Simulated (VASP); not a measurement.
These are PBE GGA, VASP's PBE PAW potentials (set 64) (plane waves; VASP 6.6.1) values and carry that method's errors.

VASP ran on this input.

File KPOINTS:
```
Automatic mesh
0
Gamma
12 12 7
0 0 0
```

**POSCAR**
```
AlN
1
    3.1348470000     0.0000000000     0.0000000000
   -1.5674240000     2.7148570000     0.0000000000
    0.0000000000     0.0000000000     5.0269940000
Al N
2 2
Direct
  0.6666670000   0.3333330000   0.4992900000
  0.3333330000   0.6666670000   0.9992900000
  0.6666670000   0.3333330000   0.8807100000
  0.3333330000   0.6666670000   0.3807100000
```

### INCAR
```
# general
SYSTEM = AlN
PREC   = Accurate
ENCUT  = 400   # plane-wave cut-off (eV)
LREAL  = .FALSE.   # projection in real space or not
LASPH  = .TRUE.   # aspherical one-centre terms

# electronic loop
EDIFF  = 1E-6   # SCF stop (eV)
NELM   = 100   # most electronic steps
ALGO   = Normal

# smearing
ISMEAR = 0
SIGMA  = 0.01   # width (eV)

# functional
GGA    = PE

# ions
ISIF   = 2   # forces and stress, cell fixed

# output
LWAVE  = .FALSE.
LCHARG = .FALSE.
```

POTCAR, in this order: Al N (PBE.64 set). Program: vasp_std.

At this cut-off the stress carries a Pulay error, which pulls relaxed volumes low.

Question: Estimate the energy per atom (σ→0), pressure, band gap (on the k-mesh).

Answer: 
| Item | Result |
|---|---|
| energy per atom (σ→0) | -718.4 kJ/mol-atom |
| band gap (on the k-mesh) | 4.00 eV |
| pressure | -4.54 GPa |

**OSZICAR**
```
...
DAV:   7    -0.297905786923E+02   -0.14371E-01   -0.57712E-01  2056   0.577E+00    0.295E+00
DAV:   8    -0.297852387487E+02    0.53399E-02   -0.76558E-02  2044   0.276E+00    0.519E-01
DAV:   9    -0.297803085920E+02    0.49302E-02   -0.19997E-02  2320   0.102E+00    0.251E-01
DAV:  10    -0.297808760387E+02   -0.56745E-03   -0.23419E-03  2156   0.364E-01    0.143E-01
DAV:  11    -0.297808046868E+02    0.71352E-04   -0.19972E-04  2140   0.106E-01    0.370E-02
DAV:  12    -0.297808060850E+02   -0.13982E-05   -0.72053E-06  2024   0.262E-02    0.795E-03
DAV:  13    -0.297808055951E+02    0.48993E-06   -0.68137E-06  2180   0.188E-02
   1 F= -.29780806E+02 E0= -.29780806E+02  d E =-.896606E-38
```

The structure comes from a computed database's AlN entry; how it stands against other phases isn't given here. The cell was not relaxed at this level.
